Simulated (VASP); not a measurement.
An input for Quantum ESPRESSO's pw.x (written as the equivalent of a VASP run, and not itself run):

```
&CONTROL
  calculation = 'vc-relax'
  pseudo_dir = './pseudo'
  outdir = './out'
  tprnfor = .true.
  tstress = .true.
  nstep = 60
  forc_conv_thr = 0.00039
/
&SYSTEM
  ibrav = 0
  nat = 2
  ntyp = 2
  ecutwfc = 84
  occupations = 'smearing'
  smearing = 'gaussian'
  degauss = 0.003675
  input_dft = 'pbesol'
/
&ELECTRONS
  conv_thr = 7.3e-08
  electron_maxstep = 100
/
&IONS
/
&CELL
/
ATOMIC_SPECIES
  Sn 118.710 Sn.upf
  O 15.999 O.upf
CELL_PARAMETERS angstrom
     0.0000000    2.3671360    2.3671360
     2.3671360    0.0000000    2.3671360
     2.3671360    2.3671360    0.0000000
ATOMIC_POSITIONS crystal
  Sn   0.0000000  0.0000000  0.0000000
  O    0.2500000  0.2500000  0.2500000
K_POINTS automatic
  9 9 9 0 0 0
```

Write the VASP files for the same calculation (PBEsol).

This is not unique; one that fits is 
INCAR:
```
SYSTEM = SnO
PREC = Accurate
ENCUT = 520
EDIFF = 1E-6
NELM = 100
ALGO = Normal
LREAL = .FALSE.
LASPH = .TRUE.
ISMEAR = 0
SIGMA = 0.05
GGA = PS
LMAXMIX = 4
LWAVE = .FALSE.
LCHARG = .FALSE.
IBRION = 2
ISIF = 3
NSW = 60
EDIFFG = -0.01
```

POSCAR:
```
SnO
1
    0.0000000000     2.3671360000     2.3671360000
    2.3671360000     0.0000000000     2.3671360000
    2.3671360000     2.3671360000     0.0000000000
Sn O
1 1
Direct
  0.0000000000   0.0000000000   0.0000000000
  0.2500000000   0.2500000000   0.2500000000
```

File KPOINTS:
```
Automatic mesh
0
Gamma
9 9 9
0 0 0
```

POTCAR, in this order: Sn_d O (PBE.64 set). Program: vasp_std.

Limits of the translation: the potentials are each code's own (VASP's PAW set, PseudoDojo norm-conserving files in pw.x), so ENCUT and ecutwfc are chosen apart and not converted; conv_thr bounds pw.x's estimated SCF error, while EDIFF bounds the energy change between steps; forc_conv_thr acts on force components and is met together with etot_conv_thr.

The structure was generated: SnO was put into the zinc blende type (F-43m), which need not be its known phase. This run relaxes it. Symmetry was kept, so distortions that lower it aren't found.
